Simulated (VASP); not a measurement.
Here is a VASP 6.6.1 calculation.

The input INCAR:

```
PREC = Accurate
ENCUT = 520
EDIFF = 1E-6
ISMEAR = 0
SIGMA = 0.1
LREAL = False
LASPH = True
NELM = 80
ALGO = Fast
ISIF = 2
LWAVE = False
LCHARG = False
GGA = PE
NBANDS = 22
```

File KPOINTS:

```
Automatic mesh
0
Gamma
  6 6 4
```

POSCAR

```
Si2B2W
1.0
    4.0707156525     -0.0000000031      0.0000000000
   -2.0353578236      3.5253431682      0.0000000000
    0.0000000000      0.0000000000      4.2950940197
Si B W
2 2 1
Direct
    0.3333333333      0.6666666667      0.5000000000
    0.6666666667      0.3333333333      0.5000000000
    0.3333333333      0.6666666667      0.0000000000
    0.6666666667      0.3333333333      0.0000000000
    0.0000000000      0.0000000000      0.0000000000
```

Potentials or basis: VASP PAW PBE potentials, release 64 (Si, B, W_sv).

Run with:

```bash
$ cat potpaw_PBE.64/Si/POTCAR potpaw_PBE.64/B/POTCAR potpaw_PBE.64/W_sv/POTCAR > POTCAR
$ mpirun -np 1 vasp_std > vasp.out
```

Task: Predict the pressure.

Result: 0.1 GPa.

Task: Predict the band gap on the k mesh.

Result: None (metal or under the smearing width).

Stress tensor (GPa, compression positive):
```
 0.15  0.00  0.00
 0.00  0.15  0.00
 0.00  0.00 -0.02
```

Caveat: the k mesh is coarse (spacing up to 0.37 Å⁻¹), so the values aren't converged. The run has no spin-orbit coupling, so splittings on W are missing.
